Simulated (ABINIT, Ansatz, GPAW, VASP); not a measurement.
Code comparison for ScIn3 (Pm-3m, 4 atoms in the cell)

Self-consistent single point.

```xyz
4
Lattice="4.4957 0.0000 0.0000 0.0000 4.4957 0.0000 0.0000 0.0000 4.4957" Properties=species:S:1:pos:R:3 pbc="T T T"
Sc     0.0000     0.0000     0.0000
In     0.0000     2.2478     2.2478
In     2.2478     0.0000     2.2478
In     2.2478     2.2478     0.0000
```

All programs got the same cell, k-point mesh and kind of occupations (in Ansatz's words: kpoints.mp_grid.grid = 6 6 6; scf.occupations.method = fermi_dirac; scf.occupations.width = 0.0073 Ry); potentials, basis and cutoffs are each program's usual ones.

```json
[
 {"code": "ABINIT", "model": "PBEsol, norm-conserving pseudopotentials (PseudoDojo nc-sr-04 PBEsol standard)", "pressure (GPa)": "-1.63", "cutoff": "1061 eV"},
 {"code": "GPAW", "model": "PBEsol, GPAW PAW datasets PBEsol (made by gpaw-setup)", "pressure (GPa)": "-2.04", "cutoff": "800 eV"},
 {"code": "VASP", "model": "PBEsol, VASP's PBE PAW potentials (set 64)", "pressure (GPa)": "-2.23", "cutoff": "300 eV"},
 {"code": "Ansatz", "model": "PBEsol, PAW files made with PBE", "pressure (GPa)": "-1.72", "cutoff": "default"}
]
```

The spread over the programs that give each value: pressure within 0.60 GPa.

The starting cell comes from a database of computed structures (which also holds hypothetical and non-ambient phases and stackings), without a prior relaxation at this level.

### Question
Why do the programs differ, and what cannot be compared?

### Answer
Differences of this kind can come from the potentials, where these differ, and from what each basis and cutoff leave unconverged. The zero of total energies and Fermi levels follows the potentials and each program's conventions, so they are not compared here. Ansatz's pressure is given at a fixed set of plane waves, as the other plane-wave codes print theirs. Ansatz's smearing width was typed in Ry to four decimals, so it matches the others to a few per cent.

VASP's run is marked for a possible Pulay error in its stress at this cutoff; no cutoff test was made.

Left out of this page: Quantum ESPRESSO, CP2K, Elk, FLEUR and SIESTA (not drawn, or without a comparable value).

Ansatz is a first-principles code.

Keys are those of Ansatz 0.2.
